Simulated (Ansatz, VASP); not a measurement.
# Cross-check of P between VASP and Ansatz

One calculation is typed for both programs; each brings its own data sets. How far apart do they land? The cell is taken from a series of runs on this material, whose earlier steps may have relaxed, scaled, displaced or heated it; both programs get it as it stands.

Program: Ansatz 0.2.0. Level of theory: plane waves, with VASP 6.6.1 beside it; zone-centre phonons at PBEsol with D3(BJ). Results are calculated unless marked as measured.

### 1. Starting point

It takes space group Cmce (No. 64, orthorhombic). Conventional cell: a = 3.371 Å, b = 9.498 Å, c = 3.563 Å, α = 90.00°, β = 90.00°, γ = 90.00°. Nearest to P lie 3 P at 2.22 to 2.23 Å.

### 2. VASP: zone-centre phonons, PBEsol with D3(BJ)

Second derivatives magnify differences that forces hide, and they need a tight electronic threshold.

Lines of VASP's logs that name or quote its potential files are left out, and so is its time.

Input file INCAR:

```
SYSTEM = P
PREC = Accurate
ENCUT = 500
EDIFF = 1E-08
NELM = 120
ISMEAR = 1
SIGMA = 0.2
LREAL = .FALSE.
ALGO = Normal
GGA = PS
IVDW = 12
NBANDS = 16
LORBIT = 11
LWAVE = .FALSE.
LCHARG = .FALSE.
ISIF = 2
IBRION = 6
NFREE = 2
POTIM = 0.015
NSW = 1
LASPH = .TRUE.
GGA_COMPAT = .FALSE.
KPAR = 2
```

Input file POSCAR:

```
P
1.0
    1.6855537359     -4.7491952263      0.0000000000
    1.6855537359      4.7491952263      0.0000000000
    0.0000000000      0.0000000000      3.5630481945
P
4
Direct
    0.8841864777      0.1158135223      0.0451073820
    0.6158135223      0.3841864777      0.5451073820
    0.1158135223      0.8841864777      0.9548926180
    0.3841864777      0.6158135223      0.4548926180
```

Input file KPOINTS:

```
Automatic mesh
0
Gamma
12 12 12
0 0 0
```

Potentials, in the order of the species: P (PBE family, release 64).

Command:

```
mpirun -np 2 vasp_std
```

Numbers of over 12 decimals in the logs are rounded to 6 here.

Log:

```text
[banner, memory and clock lines left out]
running    2 mpi-ranks, on    1 nodes
 distrk:  each k-point on    1 cores,    2 groups
 distr:  one band on    1 cores,    1 groups

 POSCAR found type information on POSCAR P
 POSCAR found :  1 types and       4 ions
|                                                                             |
|               ----> ADVICE to this user running VASP <----                  |
|                                                                             |
|     You enforced a specific xc type in the INCAR file but a different       |
|     [... a line on the potential file left out ...]
|     I HOPE YOU KNOW WHAT YOU ARE DOING!                                     |
|                                                                             |

 LDA part: xc-table for (Slater+PW92), standard interpolation
 POSCAR, INCAR and KPOINTS ok, starting setup
 FFT: planning ... GRIDC
 FFT: planning ... GRID_SOFT
 FFT: planning ... GRID
 WAVECAR not read
 entering main loop
       N       E                     dE             d eps       ncg     rms          rms(c)
DAV:   1     0.507796029054E+02    0.50780E+02   -0.86760E+03  9632   0.107E+03
DAV:   2    -0.201512421137E+02   -0.70931E+02   -0.68751E+02 13176   0.163E+02
DAV:   3    -0.227974658391E+02   -0.26462E+01   -0.26211E+01 13264   0.323E+01
DAV:   4    -0.228170121059E+02   -0.19546E-01   -0.19540E-01 11840   0.340E+00
DAV:   5    -0.228172405224E+02   -0.22842E-03   -0.22840E-03 13264   0.325E-01    0.111E+01
DAV:   6    -0.227153815926E+02    0.10186E+00   -0.59859E-02 11632   0.152E+00    0.653E+00
DAV:   7    -0.226731295572E+02    0.42252E-01   -0.81963E-02 12992   0.176E+00    0.305E-01
DAV:   8    -0.226725656377E+02    0.56392E-03   -0.10249E-02 11216   0.673E-01    0.218E-01
DAV:   9    -0.226725181386E+02    0.47499E-04   -0.50559E-04 13624   0.138E-01    0.115E-01
DAV:  10    -0.226724955725E+02    0.22566E-04   -0.68389E-05 12272   0.483E-02    0.507E-02
DAV:  11    -0.226724961896E+02   -0.61707E-06   -0.11651E-05 13192   0.222E-02    0.812E-03
DAV:  12    -0.226724962938E+02   -0.10414E-06   -0.81708E-07 11760   0.568E-03    0.391E-03
DAV:  13    -0.226724962221E+02    0.71636E-07   -0.10989E-07 12272   0.228E-03    0.158E-03
DAV:  14    -0.226724962308E+02   -0.86518E-08   -0.94562E-09  7712   0.647E-04
   1 F= -.24262282E+02 E0= -.24262230E+02  d E =-.156487E-03
[...]
2 F= -.24261347E+02 E0= -.24261288E+02  d E =-.176002E-03
[...]
3 F= -.24261347E+02 E0= -.24261288E+02  d E =-.176000E-03
[...]
4 F= -.24260829E+02 E0= -.24260768E+02  d E =-.183307E-03
[...]
5 F= -.24261735E+02 E0= -.24261711E+02  d E =-.713124E-04
[...]
6 F= -.24261627E+02 E0= -.24261615E+02  d E =-.355300E-04
 Finite differences progress:
  Degree of freedom:   3/  3
  Displacement:        1/  2
  Total:               5/  6
 bond charge predicted
       N       E                     dE             d eps       ncg     rms          rms(c)
DAV:   1    -0.226695502535E+02    0.22782E-02   -0.35190E-01 15504   0.334E+00    0.344E-01
DAV:   2    -0.226709868598E+02   -0.14366E-02   -0.16770E-02 22280   0.843E-01    0.840E-02
DAV:   3    -0.226709314969E+02    0.55363E-04   -0.20638E-04 17632   0.995E-02    0.501E-02
DAV:   4    -0.226709176712E+02    0.13826E-04   -0.48939E-05 21288   0.422E-02    0.224E-02
DAV:   5    -0.226709174366E+02    0.23468E-06   -0.53612E-06 18824   0.145E-02    0.106E-02
DAV:   6    -0.226709173285E+02    0.10807E-06   -0.38864E-07 21504   0.372E-03    0.310E-03
DAV:   7    -0.226709173649E+02   -0.36441E-07   -0.97618E-08 19512   0.180E-03    0.745E-04
DAV:   8    -0.226709173722E+02   -0.73203E-08   -0.87164E-09 11304   0.597E-04
   7 F= -.24260693E+02 E0= -.24260580E+02  d E =-.338244E-03
 Finite differences progress:
  Degree of freedom:   3/  3
  Displacement:        2/  2
  Total:               6/  6
```

Parts of OUTCAR (step 2):

```text
ion  position               nearest neighbor table
   1  0.884  0.116  0.045-   3 2.22   4 2.23   4 2.23   4 2.70   4 2.70
   2  0.616  0.384  0.545-   4 2.22   3 2.23   3 2.23   3 2.70   3 2.70
   3  0.116  0.884  0.955-   1 2.22   2 2.23   2 2.23   2 2.70   2 2.70
   4  0.384  0.616  0.455-   2 2.22   1 2.23   1 2.23   1 2.70   1 2.70

  LATTYP: Found a base centered orthorhombic cell.
 ALAT       =     3.3711074718
 B/A-ratio  =     2.8175875531
 C/A-ratio  =     1.0569369931

 Subroutine GETGRP returns: Found  8 space group operations
 (whereof  4 operations were pure point group operations)

The static configuration has the point symmetry C_2h.
 The point group associated with its full space group is D_2h.

 Found    301 irreducible k-points:

   k-points           NKPTS =    301   k-points in BZ     NKDIM =    301   number of bands    NBANDS=     16

   dimension x,y,z NGX =    40 NGY =   40 NGZ =   28
   dimension x,y,z NGXF=    80 NGYF=   80 NGZF=   56

   ENCUT  =  500.0 eV  36.75 Ry    6.06 a.u.   9.19  9.19  6.50*2*pi/ulx,y,z

   NELECT =      20.0000    total number of electrons

 k-points in reciprocal lattice and weights: Automatic mesh
   0.00000000  0.00000000  0.00000000       0.001
   0.08333333  0.00000000  0.00000000       0.002
   0.16666667  0.00000000  0.00000000       0.002
   0.25000000  0.00000000  0.00000000       0.002
   0.33333333  0.00000000  0.00000000       0.002
   0.41666667  0.00000000  0.00000000       0.002
   0.50000000  0.00000000  0.00000000       0.001
   0.08333333  0.08333333  0.00000000       0.001
   0.16666667  0.08333333  0.00000000       0.002
[...]
15      15.0203      0.00000
    ...

 k-point     3 :       0.1667    0.0000    0.0000
  band No.  band energies     occupation
    ...
      6       4.6663      2.00000
      7       5.2392      2.00000
      8       7.7354      2.00000
      9       8.6091      2.00000
     10       9.6004      2.06236
     11      12.6045     -0.00000
     12      12.9107     -0.00000
     13      13.0045     -0.00000
     14      13.4471     -0.00000
     15      14.0436      0.00000
    ...

 k-point     4 :       0.2500    0.0000    0.0000
  band No.  band energies     occupation
    ...
      6       5.1222      2.00000
      7       5.5242      2.00000
      8       7.9094      2.00000
      9       8.7145      2.00000
     10       9.5354      2.06362
     11      12.1801     -0.00000
     12      12.3345     -0.00000
     13      13.0240     -0.00000
     14      13.0933     -0.00000
     15      13.7241     -0.00000
    ...

 k-point     5 :       0.3333    0.0000    0.0000
  band No.  band energies     occupation
    ...
      6       5.7484      2.00000
      7       5.9183      2.00000
      8       8.1196      2.00000
      9       8.4235      2.00000
     10       8.8199      2.00000
     11      11.0672     -0.00000
     12      11.6220     -0.00000
     13      12.1667     -0.00000
     14      12.6008     -0.00000
     15      13.8688      0.00000
    ...

 Edisp (eV)   -1.58978

  Total       2.04905     2.15336     2.02907     0.00000     0.06064     0.00000
  in kB      57.55044    60.48008    56.98923     0.00000     1.70306     0.00000
  external pressure =       58.34 kB  Pullay stress =        0.00 kB

  energy-cutoff  :      500.00
  volume of cell :       57.04
      direct lattice vectors                 reciprocal lattice vectors
     1.685553736 -4.749195226  0.000000000     0.296638422 -0.105280995  0.000000000
     1.685553736  4.749195226  0.000000000     0.296638422  0.105280995  0.000000000
     0.000000000  0.000000000  3.563048194     0.000000000  0.000000000  0.280658567

 POSITION                                       TOTAL-FORCE (eV/Angst)
 -----------------------------------------------------------------------------------
      1.68555     -3.64915      0.14572         0.000000     -0.028311      0.177941
      1.68555     -1.10004      1.94224         0.000000      0.025908     -0.002475
      1.68555      3.64915      3.40233         0.000000      0.028645     -0.027168
      1.68555      1.10004      1.62080         0.000000     -0.026241     -0.148298
 -----------------------------------------------------------------------------------
    total drift:                                0.000000     -0.000007      0.000016

  FREE ENERGIE OF THE ION-ELECTRON SYSTEM (eV)
  ---------------------------------------------------
  free  energy   TOTEN  =       -24.2606929730 eV

  energy  without entropy=      -24.2603547288  energy(sigma->0) =      -24.26058022

 Eigenvectors and eigenvalues of the dynamical matrix
 ----------------------------------------------------

   1 f  =   12.856550 THz    80.780085 2PiTHz  428.848339 cm-1    53.170394 meV
             X         Y         Z           dx          dy          dz
      1.685554 -3.649153  0.160720    -0.000000   -0.490869   -0.095118
      1.685554 -1.100042  1.942244     0.000000    0.490869   -0.095118
      1.685554  3.649153  3.402328    -0.000000    0.490869    0.095118
      1.685554  1.100042  1.620804     0.000000   -0.490869    0.095118

   2 f  =   12.708124 THz    79.847499 2PiTHz  423.897395 cm-1    52.556555 meV
             X         Y         Z           dx          dy          dz
      1.685554 -3.649153  0.160720    -0.000000   -0.000012    0.500000
      1.685554 -1.100042  1.942244     0.000000   -0.000012   -0.500000
      1.685554  3.649153  3.402328    -0.000000   -0.000012    0.500000
      1.685554  1.100042  1.620804     0.000000   -0.000012   -0.500000

   3 f  =   11.102067 THz    69.756342 2PiTHz  370.325084 cm-1    45.914438 meV
             X         Y         Z           dx          dy          dz
      1.685554 -3.649153  0.160720    -0.500000    0.000000   -0.000000
      1.685554 -1.100042  1.942244     0.500000    0.000000   -0.000000
      1.685554  3.649153  3.402328    -0.500000   -0.000000    0.000000
      1.685554  1.100042  1.620804     0.500000   -0.000000    0.000000

   4 f  =   10.964950 THz    68.894810 2PiTHz  365.751348 cm-1    45.347367 meV
             X         Y         Z           dx          dy          dz
      1.685554 -3.649153  0.160720     0.000000    0.095118   -0.490869
      1.685554 -1.100042  1.942244    -0.000000   -0.095118   -0.490869
      1.685554  3.649153  3.402328     0.000000   -0.095118    0.490869
      1.685554  1.100042  1.620804    -0.000000    0.095118    0.490869

   5 f  =   10.755276 THz    67.577392 2PiTHz  358.757390 cm-1    44.480227 meV
             X         Y         Z           dx          dy          dz
      1.685554 -3.649153  0.160720    -0.500000    0.000000    0.000000
      1.685554 -1.100042  1.942244    -0.500000    0.000000    0.000000
      1.685554  3.649153  3.402328     0.500000   -0.000000   -0.000000
      1.685554  1.100042  1.620804     0.500000   -0.000000   -0.000000

   6 f  =   10.560059 THz    66.350808 2PiTHz  352.245653 cm-1    43.672875 meV
             X         Y         Z           dx          dy          dz
      1.685554 -3.649153  0.160720    -0.000000   -0.499733    0.016336
      1.685554 -1.100042  1.942244     0.000000   -0.499733   -0.016336
      1.685554  3.649153  3.402328    -0.000000    0.499733   -0.016336
      1.685554  1.100042  1.620804     0.000000    0.499733    0.016336

   7 f  =    5.613459 THz    35.270403 2PiTHz  187.244836 cm-1    23.215390 meV
             X         Y         Z           dx          dy          dz
      1.685554 -3.649153  0.160720    -0.000000    0.016336    0.499733
      1.685554 -1.100042  1.942244     0.000000    0.016336   -0.499733
      1.685554  3.649153  3.402328     0.000000   -0.016336   -0.499733
      1.685554  1.100042  1.620804    -0.000000   -0.016336    0.499733

   8 f  =    4.888290 THz    30.714033 2PiTHz  163.055810 cm-1    20.216335 meV
             X         Y         Z           dx          dy          dz
      1.685554 -3.649153  0.160720    -0.500000    0.000000   -0.000000
      1.685554 -1.100042  1.942244     0.500000    0.000000    0.000000
      1.685554  3.649153  3.402328     0.500000    0.000000    0.000000
      1.685554  1.100042  1.620804    -0.500000    0.000000   -0.000000

   9 f  =    2.396599 THz    15.058274 2PiTHz   79.941930 cm-1     9.911532 meV
             X         Y         Z           dx          dy          dz
      1.685554 -3.649153  0.160720     0.000000    0.500000    0.000237
      1.685554 -1.100042  1.942244     0.000000   -0.500000    0.000237
      1.685554  3.649153  3.402328     0.000000    0.500000    0.000237
      1.685554  1.100042  1.620804     0.000000   -0.500000    0.000237

  10 f  =    0.000000 THz     0.000001 2PiTHz    0.000007 cm-1     0.000001 meV
             X         Y         Z           dx          dy          dz
      1.685554 -3.649153  0.160720     0.500000   -0.000000    0.000000
      1.685554 -1.100042  1.942244     0.500000   -0.000000    0.000000
      1.685554  3.649153  3.402328     0.500000   -0.000000    0.000000
      1.685554  1.100042  1.620804     0.500000   -0.000000    0.000000

  11 f/i=    0.000307 THz     0.001926 2PiTHz    0.010224 cm-1     0.001268 meV
             X         Y         Z           dx          dy          dz
      1.685554 -3.649153  0.160720    -0.000000   -0.500000   -0.000012
      1.685554 -1.100042  1.942244    -0.000000   -0.500000    0.000012
      1.685554  3.649153  3.402328    -0.000000   -0.500000   -0.000012
      1.685554  1.100042  1.620804    -0.000000   -0.500000    0.000012

  12 f/i=    0.001135 THz     0.007129 2PiTHz    0.037849 cm-1     0.004693 meV
             X         Y         Z           dx          dy          dz
      1.685554 -3.649153  0.160720     0.000000    0.000237   -0.500000
      1.685554 -1.100042  1.942244     0.000000   -0.000237   -0.500000
      1.685554  3.649153  3.402328     0.000000    0.000237   -0.500000
      1.685554  1.100042  1.620804     0.000000   -0.000237   -0.500000

 ELASTIC MODULI CONTR FROM IONIC RELAXATION (kBar)
 Direction    XX          YY          ZZ          XY          YZ          ZX
 --------------------------------------------------------------------------------
 XX        -530.3190      8.4667   -674.4535     -0.0000      0.0000     -0.0000
 YY           8.4667  -1246.4181   -103.3791     -0.0000      0.0000     -0.0000
 ZZ        -674.4535   -103.3791   -868.2169     -0.0000      0.0000     -0.0000
 XY          -0.0000     -0.0000     -0.0000   -449.7953     -0.0000      0.0000
 YZ           0.0000      0.0000      0.0000     -0.0000   -467.8664     -0.0000
 ZX          -0.0000     -0.0000     -0.0000      0.0000     -0.0000   -467.4231
 --------------------------------------------------------------------------------

 total charge
# of ion       s       p       d       tot
------------------------------------------
    1        1.084   1.369   0.000   2.453
    2        1.084   1.369   0.000   2.453
    3        1.084   1.369   0.000   2.453
    4        1.084   1.369   0.000   2.453
--------------------------------------------------
tot          4.335   5.476   0.000   9.811

[... 1 further part left out ...]
```

Levels, forces or a CONTCAR printed for this step are those of its last displaced cell, not of the structure at rest.

(Part 1 of 2 ends here.)

[Lines on the potential files, build, host, timing and source positions are cut from VASP's logs without a mark.]

[Logs are printed without paths, hosts, clocks, repeated set-up lines and the standing remarks that a program may print on its own settings, such as how far it seeks lower states.]

[Hosts, paths, dates, database ids (printed as entryN), source tags and the programs' standing remarks are cut or masked in the printed files.]
